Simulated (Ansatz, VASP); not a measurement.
One calculation of CoW3, two programs

```
Co W
1.0
     3.85824    0.00000    0.00000
     0.00000    3.85824    0.00000
     0.00000    0.00000    3.85824
Co W
1 3
Direct
  0.00000 0.00000 0.00000
  0.00000 0.50000 0.50000
  0.50000 0.00000 0.50000
  0.50000 0.50000 0.00000
```

The cell comes from a database or a generator and needn't be the stable form of this composition.

Alike in both runs: task single point; functional PBEsol; k mesh 12 × 12 × 12; occupations gaussian, width 0.15 eV; no spin polarisation.

|  | VASP | Ansatz |
| --- | --- | --- |
| version | VASP 6.6.1 | Ansatz 0.2.0 |
| potentials or method | VASP PAW PBE potentials, release 64 (Co, W_sv) | scalar-relativistic, plane waves, PAW |
| plane-wave cutoff (eV) | 520 | 420 |
| valence electrons in the cell | 51 | 59 |

Ansatz gave:

- gap on the k mesh at the Fermi level (eV): none
- pressure (GPa): 0.0

Problem. Which values does VASP return?

Solution. gap on the k mesh at the Fermi level (eV): none; pressure (GPa): 0.7.

A gap of «none» marks a metal or a gap that the smearing closes. The two sets of potentials don't hold the same shells in valence.

Caveats: the PAW data sets were made with another functional, which shifts forces and pressure a little (VASP). Spin-orbit coupling is left out, which matters for the levels of W. Spin polarisation is off, so any magnetic state and its effect on volume and gap are missing.
